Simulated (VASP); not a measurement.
Data:

```yaml
crystal:
  lattice:
    - [4.90923, 0.00000, 0.00000]
    - [0.00000, 4.90923, 0.00000]
    - [0.00000, 0.00000, 4.90923]
  atoms:
    - { symbol: Cs, position: [0.00000, 0.00000, 0.00000] }
    - { symbol: Pb, position: [0.50000, 0.50000, 0.50000] }
    - { symbol: Br, position: [0.50000, 0.00000, 0.50000] }
    - { symbol: Br, position: [0.00000, 0.50000, 0.50000] }
    - { symbol: Br, position: [0.50000, 0.50000, 0.00000] }
```

Level of theory: PBE GGA, VASP's PBE PAW potentials (set 64) (plane waves; VASP 6.6.1). Run with 500 eV cut-off, 6×6×6 Γ-centred mesh, first-order Methfessel-Paxton smearing of 0.10 eV, potentials Cs_sv Pb_d Br.

Unless said otherwise, spin-orbit coupling is left out, though it shifts the bands of the heavy elements here.

**Question.** Predict the energy per atom (σ→0), pressure, band gap (on the k-mesh) with the smallest direct gap where there is one.

**Answer.** 
```
Property                                                    Result
------------------------  ----------------------------------------
band gap (on the k-mesh)  none (metal, semimetal or under 0.01 eV)
energy per atom (σ→0)                               -1.601 eV/atom
pressure                                                450.0 kbar
```

Only differences to runs with the same potentials and settings are physical.

The compound is CsPbBr3 in the cubic perovskite structure, the ideal cubic form; the compound distorts at low or room temperature. It was relaxed first under an external pressure of 45 GPa.
